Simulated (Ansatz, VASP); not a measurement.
# SnGe2: VASP beside Ansatz, part 2 of 2

Wanted: the spread between two codes on one cell, functional and k mesh. The cell is invented: As first built, before any earlier steps moved the atoms (in the runner's words): it takes the CaGe2 structure with some of its atoms replaced by other elements, volume scaled by an estimate. It may not be a known or stable phase. The cell is taken from a series of VASP runs on this material, whose earlier steps may have relaxed, scaled or displaced it; both programs get it as it stands.

VASP 6.6.1 and Ansatz 0.2.0.

So far. Step 2 (VASP: band structure, PBEsol): The run ends at a pressure of -0.05 GPa, with forces up to 0.0035 eV/Å.

### 5. VASP: band structure, PBEsol, spin-orbit coupling

Level of this step: PBEsol, spin-orbit coupling; plane waves and PAW (Sn_d, Ge_d); invented cell (VASP).

A single point gives forces, pressure and levels at one fixed geometry, so differences don't come from the geometry; what else differs is listed under the comparison.

INCAR

```
SYSTEM = SnGe2
PREC = Accurate
ENCUT = 410
EDIFF = 1E-06
NELM = 100
ISMEAR = 0
SIGMA = 0.05
LREAL = .FALSE.
ALGO = Normal
GGA = PS
LNONCOLLINEAR = .TRUE.
MAGMOM = 0 0 0 0 0 0 0 0 0
NBANDS = 54
GGA_COMPAT = .FALSE.
LASPH = .TRUE.
LSORBIT = .TRUE.
LORBIT = 11
LWAVE = .FALSE.
LCHARG = .FALSE.
```

POSCAR

```
SnGe2
1.0
    1.9160258615      1.1062180455      5.3377825448
   -1.9160258615      1.1062180455      5.3377825448
    0.0000000000     -2.2124360910      5.3377825448
Sn Ge
1 2
Direct
    0.5000000000      0.5000000000      0.5000000000
    0.2931286435      0.2931286435      0.2931286435
    0.7068713565      0.7068713565      0.7068713565
```

KPOINTS

```
Automatic mesh
0
Gamma
7 7 7
0 0 0
```

KPOINTS_OPT

```
Line mode
16
Line-mode
Reciprocal
  0.00000000   0.00000000   0.00000000 GAMMA
  0.50000000   0.00000000   0.00000000 L

  0.50000000   0.00000000   0.00000000 L
  0.50000000   0.19529977  -0.19529977 B1

  0.80470023   0.50000000   0.19529977 B
  0.50000000   0.50000000   0.50000000 Z

  0.50000000   0.50000000   0.50000000 Z
  0.00000000   0.00000000   0.00000000 GAMMA

  0.00000000   0.00000000   0.00000000 GAMMA
  0.34764989   0.00000000  -0.34764989 X

  0.65235011   0.34764989   0.00000000 Q
  0.50000000   0.50000000   0.00000000 F

  0.50000000   0.50000000   0.00000000 F
  0.65235011   0.65235011   0.19529977 P1

  0.65235011   0.65235011   0.19529977 P1
  0.50000000   0.50000000   0.50000000 Z

  0.50000000   0.00000000   0.00000000 L
  0.80470023   0.34764989   0.34764989 P
```

PAW data sets: Sn_d and Ge_d (PBE family, release 64).

On the command line:

```sh
> mpirun -np 1 vasp_ncl
```

Numbers of over 12 decimals in the logs are rounded to 6 here.

Log:

```text
[banner, memory and clock lines left out]
running    1 mpi-ranks, on    1 nodes
[...]
[... a notice as in an earlier step ...]

 LDA part: xc-table for (Slater+PW92), standard interpolation
 POSCAR, INCAR and KPOINTS ok, starting setup
[...]
entering main loop
       N       E                     dE             d eps       ncg     rms          rms(c)
DAV:   1     0.426861912523E+03    0.42686E+03   -0.17426E+04  5690   0.342E+03
DAV:   2     0.791807332876E+02   -0.34768E+03   -0.33489E+03  4752   0.865E+02
DAV:   3    -0.697419556621E+01   -0.86155E+02   -0.84442E+02  5012   0.244E+02
DAV:   4    -0.137486933328E+02   -0.67745E+01   -0.67128E+01  5602   0.795E+01
[...]
DAV:  10    -0.137301624597E+02    0.26133E-04   -0.19724E-04  5736   0.194E-01    0.370E-02
DAV:  11    -0.137301642006E+02   -0.17409E-05   -0.40193E-05  5192   0.742E-02    0.804E-03
DAV:  12    -0.137301639019E+02    0.29869E-06   -0.86630E-06  5944   0.379E-02
   1 F= -.13730164E+02 E0= -.13729255E+02  d E =-.181741E-02  mag=     0.0000     0.0000    -0.0000
 Start KPOINTS_OPT (optional k-point list driver)
k-point batch [1-44\144]
       N       E                     dE             ncg
DAV:   1    -0.204712426351E+04   -0.41450E+05     5664
DAV:   2    -0.173953220651E+05   -0.15348E+05     4752
DAV:   3    -0.211292665306E+05   -0.37339E+04     5008
DAV:   4    -0.214224591191E+05   -0.29319E+03     5520
[...]
DAV:   8    -0.214305630131E+05   -0.88227E-04     6474
DAV:   9    -0.214305630155E+05   -0.23413E-05     3570
DAV:  10    -0.214305630159E+05   -0.45262E-06     3020
[...]
k-point batch [133-144\144]
       N       E                     dE             ncg
DAV:   1     0.304288398065E+05   -0.14802E+05     1540
DAV:   2     0.262034073993E+05   -0.42254E+04     1296
DAV:   3     0.251725404092E+05   -0.10309E+04     1386
DAV:   4     0.250916123858E+05   -0.80928E+02     1460
DAV:   5     0.250895647518E+05   -0.20476E+01     1430
DAV:   6     0.250894952670E+05   -0.69485E-01     1738
DAV:   7     0.250894927205E+05   -0.25465E-02     1806
DAV:   8     0.250894926928E+05   -0.27680E-04     1778
DAV:   9     0.250894926922E+05   -0.64474E-06      906
```

From OUTCAR (step 5):

```text
  Total       -0.3335853     -0.3335853      0.3352699      0.0000000      0.0000000      0.0000000
  in kB       -7.8734169     -7.8734168      7.9131781      0.0000000      0.0000000      0.0000000
  external PRESSURE =      -2.6112185 kB  Pullay stress =       0.0000000 kB

 POSITION                                       TOTAL-FORCE (eV/Angst)
 -----------------------------------------------------------------------------------
      0.00000      0.00000      8.00667        -0.000000      0.000000     -0.000000
      0.00000      0.00000      4.69397         0.000000     -0.000000     -0.121035
      0.00000      0.00000     11.31938         0.000000      0.000000      0.121035
 -----------------------------------------------------------------------------------
    total drift:                                0.000000      0.000000     -0.000000

  FREE ENERGIE OF THE ION-ELECTRON SYSTEM (eV)
  ---------------------------------------------------
  free  energy   TOTEN  =       -13.7301639019 eV

  energy  without entropy=      -13.7283464933  energy(sigma->0) =      -13.72925520

 magnetization (x)
# of ion       s       p       d       tot
------------------------------------------
    1       -0.000   0.000   0.000  -0.000
    2        0.000   0.000   0.000   0.000
    3        0.000  -0.000   0.000  -0.000
--------------------------------------------------
tot         -0.000   0.000   0.000   0.000

 magnetization (y)
# of ion       s       p       d       tot
------------------------------------------
    1        0.000   0.000   0.000   0.000
    2        0.000   0.000   0.000   0.000
    3        0.000   0.000   0.000   0.000
--------------------------------------------------
tot          0.000   0.000   0.000   0.000

 magnetization (z)
# of ion       s       p       d       tot
------------------------------------------
    1        0.000   0.000   0.000   0.000
    2        0.000   0.000   0.000   0.000
    3        0.000   0.000   0.000   0.000
--------------------------------------------------
tot          0.000   0.000   0.000   0.000

[... 1 part as in an earlier step ...]

[... 2 further parts left out ...]
[key lines of the parts left out:]
E-fermi :   6.5153
```

The run ends at a pressure of -0.26 GPa, with forces up to 0.12 eV/Å.

### 6. Ansatz: band structure, PBEsol, spin-orbit coupling

The same cell, functional, mesh and smearing now go to Ansatz, which takes its cutoff from its data sets.

The cell is taken from a series of VASP runs on this material, whose earlier steps may have relaxed, scaled or displaced it; both programs get it as it stands.

input.yaml

```yaml
crystal:
  lattice:
    - [1.9160258615, 1.1062180455, 5.3377825448]
    - [-1.9160258615, 1.1062180455, 5.3377825448]
    - [0.0, -2.212436091, 5.3377825448]
  atoms:
    - { symbol: Sn, position: [0.5, 0.5, 0.5] }
    - { symbol: Ge, position: [0.2931286435, 0.2931286435, 0.2931286435] }
    - { symbol: Ge, position: [0.7068713565, 0.7068713565, 0.7068713565] }
hamiltonian:
  xc: pbesol
  pseudopotentials: { kind: paw_fr }
magnetization:
  noncollinear: true
  spin_orbit: true
kpoints:
  mp_grid: { grid: [7, 7, 7] }
  band_path:
    path:
      - [0.0, 0.0, 0.0]
      - [0.13333, 0.0, 0.0]
      - [0.3, 0.0, 0.0]
      - [0.46667, 0.0, 0.0]
      - [0.5, 0.03906, -0.03906]
      - [0.5, 0.10416, -0.10416]
      - [0.5, 0.16926, -0.16926]
      - [0.76407, 0.5, 0.23593]
      - [0.66251, 0.5, 0.33749]
      - [0.56094, 0.5, 0.43906]
      - [0.46667, 0.46667, 0.46667]
      - [0.3, 0.3, 0.3]
      - [0.13333, 0.13333, 0.13333]
      - [0.0, 0.0, 0.0]
      - [0.11588, 0.0, -0.11588]
      - [0.20859, 0.0, -0.20859]
      - [0.32447, 0.0, -0.32447]
      - [0.62188, 0.37812, 0.0]
      - [0.5711, 0.4289, 0.0]
      - [0.52031, 0.47969, 0.0]
      - [0.52031, 0.52031, 0.02604]
      - [0.5711, 0.5711, 0.09114]
      - [0.62188, 0.62188, 0.15624]
      - [0.64219, 0.64219, 0.21561]
      - [0.59141, 0.59141, 0.31718]
      - [0.54063, 0.54063, 0.41875]
      - [0.5, 0.0, 0.0]
      - [0.60157, 0.11588, 0.11588]
      - [0.70313, 0.23177, 0.23177]
      - [0.8047, 0.34765, 0.34765]
    npoints: 1
scf:
  occupations: { method: gaussian, width: 0.05 }
  n_extra_bands: 14
output:
  forces: true
  stress: true
  eigenvalues: true
```

On the command line:

```sh
> ansatz run input.yaml --threads 2 --pin off --max-ram 4608MiB --backend cpu --events-out ev --progress --plain --runs-dir out
```

Log:

```text
[...]
non-collinear run that drives no moment, with spin-orbit: no starting moment large enough to seed its density (crystal.atoms[].spin), no starting occupations that ask for one, no magnetisation constraint and no magnetic field, so the semilocal B_xc is pinned to zero
Crystal: 3 atoms, lattice volume = 67.882 Å³
[...]
k-point 1: bands = [... 38 lower, 9.8415, 9.8415, 10.5888, 10.5888, 12.2064, 12.2064, 12.3498, 12.3498, ... 10 higher]
  k-point 2: bands = [... 38 lower, 8.4629, 8.4629, 9.1026, 9.1026, 11.2759, 11.2759, 11.4264, 11.4264, ... 10 higher]
  k-point 43: bands = [... 38 lower, 9.7312, 9.7312, 10.3767, 10.3767, 12.0370, 12.0370, 13.0912, 13.0912, ... 10 higher]
[key lines of the parts left out:]
SCF converged after 9 iterations
Magnetization: |M| = 0.0000 μB,  M = (+0.0000, +0.0000, +0.0000) μB
Free energy (F): -14458.590978 eV
Fermi energy:    10.016469 eV
P = ⅓ Tr σ = 0.0122 GPa (0.122 kbar)
```

The job ended after 26 s (2 threads of Arm Neoverse V1, shared host; peak memory 0.68 GiB; 52 s of CPU time).

### 7. Side by side

What differs besides the data sets and the points named for the pairs above, as far as they apply: spin-orbit coupling enters by fully relativistic files in Ansatz and inside the spheres in VASP. Total energies have different zeros and are not compared.

Both answers:

```tsv
quantity	Ansatz	VASP	difference
pressure (GPa)	0.01	-0.26	+0.27
```

Forces (eV/Å; atoms numbered as in POSCAR):

```tsv
atom	Ansatz x, y, z	VASP x, y, z
Sn1	0.000, 0.000, 0.000	0.000, 0.000, 0.000
Ge2	0.000, 0.000, -0.127	0.000, 0.000, -0.121
Ge3	0.000, 0.000, 0.127	0.000, 0.000, 0.121
```

The forces differ by 2.9 meV/Å r.m.s., which is 5.0 % of the r.m.s. force of 0.06 eV/Å (both taken over all components). Levels from 3 eV below to 2 eV above the Fermi level differ by 2 meV r.m.s. and 5 meV at most; each VASP level is matched to the nearest of Ansatz, which flatters the figure a little.

### 8. Results

```json
{
  "r.m.s. difference of levels near the Fermi level (band structure, PBEsol)": "2.1 meV",
  "r.m.s. difference of levels near the Fermi level (band structure, PBEsol, spin-orbit coupling)": "2.1 meV"
}
```

What this shows: The r.m.s. difference of levels near the Fermi level is 2.1 meV (band structure, PBEsol, spin-orbit coupling), within the 80 meV picked in this series as the mark of a large difference. Such differences can come from data sets, numerical settings and the points named under the comparisons, not from the functional's error against experiment.

[Lines on the potential files, build, host, timing and source positions are cut from VASP's logs without a mark.]

[Logs are printed without paths, hosts, clocks, repeated set-up lines and the standing remarks that a program may print on its own settings, such as how far it seeks lower states.]

[Hosts, paths, dates, database ids (printed as entryN), source tags and the programs' standing remarks are cut or masked in the printed files.]
